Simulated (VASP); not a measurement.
Data:

```xyz
63
Lattice="10.9371 0.0000 0.0000 0.0000 10.9371 0.0000 0.0000 0.0000 10.9371" Properties=species:S:1:pos:R:3 pbc="T T T"
Si     5.4769    10.9245    10.9234
Si     6.8275     1.3686     1.3684
Si     8.2088     2.7290    10.9367
Si     9.5715     4.1097     1.3666
Si     8.2093     0.0006     2.7293
Si     9.5702     1.3685     4.1106
Si     0.0045    10.9345    10.9337
Si     1.3750     1.3690     1.3671
Si     2.7525     2.7448     0.0067
Si     4.1358     4.0891     1.3941
Si     5.4797     5.4592     0.0006
Si     6.8498     6.8091     1.3890
Si     8.1967     8.1919     0.0040
Si     9.5721     9.5650     1.3690
Si     2.7496     0.0060     2.7425
Si     4.1322     1.3916     4.0878
Si     5.5287     2.7571     2.7594
Si     8.1836     5.4172     2.7506
Si     9.5449     6.8051     4.0893
Si     5.4794     0.0015     5.4580
Si     6.8482     1.3937     6.8040
Si     8.1834     2.7571     5.4141
Si     9.5470     4.0890     6.8074
Si     8.1945     0.0067     8.1857
Si     9.5692     1.3671     9.5636
Si     0.0154     5.4615    10.9238
Si     1.3833     6.8221     1.3919
Si     2.7362     8.2022     0.0131
Si     4.1164     9.5546     1.3912
Si     0.0016     2.7295     2.7288
Si     1.3762     4.0986     4.0980
Si     2.7901     5.4663     2.7748
Si     4.2200     6.7194     4.2478
Si     5.4733     8.1497     2.7744
Si     6.8399     9.5626     4.0987
Si     0.0142    10.9239     5.4611
Si     1.3832     1.3917     6.8222
Si     2.7890     2.7744     5.4650
Si     4.2198     4.2476     6.7174
Si     6.6897     6.7191     6.7195
Si     8.1629     8.1489     5.4661
Si     9.5472     9.5541     6.8218
Si     2.7369     0.0135     8.2023
Si     4.1164     1.3922     9.5549
Si     5.4727     2.7760     8.1493
Si     6.8403     4.0992     9.5621
Si     8.1639     5.4665     8.1490
Si     9.5479     6.8228     9.5542
Si    10.9323     8.1876     2.7444
Si     1.3887     9.5501     4.0963
Si    10.9368     5.4581     5.4586
Si     1.3623     6.8377     6.8358
Si     2.7579     8.1821     5.4715
Si     4.1017     9.5767     6.8376
Si    10.9337     2.7438     8.1897
Si     1.3910     4.0969     9.5500
Si     2.7573     5.4720     8.1795
Si     4.1004     6.8366     9.5757
Si     5.4667     8.1813     8.1820
Si     6.8424     9.5517     9.5488
Si    10.9272     8.2032     8.2021
Si     1.3692     9.5704     9.5700
B      5.1735     5.7651     5.7648
```

Computed with HSE06 screened hybrid, VASP's PBE PAW potentials (set 64) (plane waves; VASP 6.6.1). Settings: PREC = Normal, LREAL = Auto, ISYM = 0, EDIFF = 1E-5, 400 eV cut-off, 1×1×1 Γ-centred mesh, Gaussian smearing of 0.050 eV, potentials Si B. Starting moments (MAGMOM): 63*0.0476. The cell's moment is fixed (NUPDOWN = 3).

The supercell is sampled at Γ alone, which is coarse: total energies, pressure and levels can be off, energies of defects by several tenths of an eV.

Question: Estimate the cell moment, energy per atom (σ→0), largest force.

Answer: 
- cell moment: 3.00 μB
- energy per atom (σ→0): -6.144 eV/atom
- largest force: 0.335 eV/Å

Question: Give the moment on each site (PAW-sphere projection).

Answer: 
| site | moment (μB) |
|---|---|
| Si1 | 0.02 |
| Si2 | 0.01 |
| Si3 | 0.01 |
| Si4 | 0.01 |
| Si5 | 0.01 |
| Si6 | 0.01 |
| Si7 | 0.01 |
| Si8 | 0.01 |
| Si9 | 0.02 |
| Si10 | 0.02 |
| Si11 | 0.01 |
| Si12 | 0.01 |
| Si13 | 0.02 |
| Si14 | 0.01 |
| Si15 | 0.02 |
| Si16 | 0.01 |
| Si17 | 0.20 |
| Si18 | 0.20 |
| Si19 | 0.02 |
| Si20 | 0.01 |
| Si21 | 0.01 |
| Si22 | 0.20 |
| Si23 | 0.02 |
| Si24 | 0.02 |
| Si25 | 0.01 |
| Si26 | 0.01 |
| Si27 | 0.01 |
| Si28 | 0.01 |
| Si29 | 0.01 |
| Si30 | 0.01 |
| Si31 | 0.01 |
| Si32 | 0.01 |
| Si33 | 0.01 |
| Si34 | 0.01 |
| Si35 | 0.01 |
| Si36 | 0.02 |
| Si37 | 0.01 |
| Si38 | 0.01 |
| Si39 | 0.01 |
| Si40 | 0.01 |
| Si41 | 0.01 |
| Si42 | 0.01 |
| Si43 | 0.01 |
| Si44 | 0.01 |
| Si45 | 0.01 |
| Si46 | 0.01 |
| Si47 | 0.01 |
| Si48 | 0.01 |
| Si49 | 0.02 |
| Si50 | 0.02 |
| Si51 | 0.01 |
| Si52 | 0.01 |
| Si53 | 0.01 |
| Si54 | 0.01 |
| Si55 | 0.02 |
| Si56 | 0.03 |
| Si57 | 0.01 |
| Si58 | 0.01 |
| Si59 | 0.01 |
| Si60 | 0.02 |
| Si61 | 0.01 |
| Si62 | 0.01 |
| B63 | 0.00 |

The cell is a supercell with a defect, built from Si (diamond): B_Si-vac_Si. The cell's shape comes from a PBE relaxation.
